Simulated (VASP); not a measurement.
```
CELL_PARAMETERS angstrom
      0.00000     2.71550     2.71550
      2.71550     0.00000     2.71550
      2.71550     2.71550     0.00000
ATOMIC_POSITIONS crystal
  Si 0.00000 0.00000 0.00000
  Si 0.25000 0.25000 0.25000
```

The base run (VASP): PBE GGA, plane waves, VASP's PBE PAW potentials (set 64). Run with 400 eV cut-off, 8×8×8 Γ-centred mesh, Gaussian smearing of 0.050 eV, potentials Si.

One setting is varied; ΔE counts from the base run. The base run took about 5 core-seconds. Costs are core time on shared hosts, one run each; read them as rough ratios.

Pressures at a finite cut-off, here 400 eV, hold a Pulay part, which this task's highest cut-off puts under 0.2 GPa.

```tsv
setting	cost over the base run	electronic steps	ΔE (meV/atom)	pressure (GPa)
base run	reference	11	0.0	1.93
SYMPREC = 1E-3	within a factor of 2	11	0.0	1.93
ISYM = 1	within a factor of 2	11	0.0	1.93
ISYM = 0	about 7 times	11	0.0	1.93
ISYM = -1	about 10 times	11	0.0	1.93
```

Left out are runs that failed, have no time on record or changed the cell.

The compound is Si in the diamond structure. The cell was not relaxed at this level.
